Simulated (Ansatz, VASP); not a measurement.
**One calculation of CsSb4As3, two programs**

```xyz
8
Lattice="4.6226 0.0000 0.0000 0.0000 4.6226 0.0000 0.0000 0.0000 11.0833" Properties=species:S:1:pos:R:3 pbc="T T T"
Cs    0.0000    0.0000    5.5416
Sb    0.0000    2.3113    1.8091
Sb    2.3113    0.0000    1.8091
Sb    0.0000    2.3113    9.2742
Sb    2.3113    0.0000    9.2742
As    2.3113    2.3113    3.3416
As    2.3113    2.3113    7.7417
As    0.0000    0.0000    0.0000
```

Alike in both runs: task single point; functional r2SCAN; k mesh 7 × 7 × 3; no spin polarisation.

|  | VASP | Ansatz |
| --- | --- | --- |
| version | VASP 6.6.1 | Ansatz 0.2.0 |
| potentials or method | VASP PAW PBE potentials, release 64 (Cs_sv, Sb, As) | PAW plane waves |
| plane-wave cutoff (eV) | 520 | 500 |
| occupations | fermi-dirac, width 0.1 eV | fermi-dirac |
| valence electrons in the cell | 44 | 114 |

Ansatz gave:

```
pressure (GPa)                                  : 5.6
largest component of the traceless stress (GPa) : 2.42
rms of the force components (eV/Å)              : 0.227
```

Question: What did VASP give for the same quantities?

Answer: Pressure (GPa): 5.6; largest component of the traceless stress (GPa): 2.42; rms of the force components (eV/Å): 0.224.

Atom by atom the forces differ by 0.007 eV/Å (rms over components). The two sets of potentials don't hold the same shells in valence.

Caveats: the PAW data sets were made with another functional, which shifts forces and pressure a little (VASP). Spin-orbit coupling is left out, which matters for the levels of Cs, Sb.
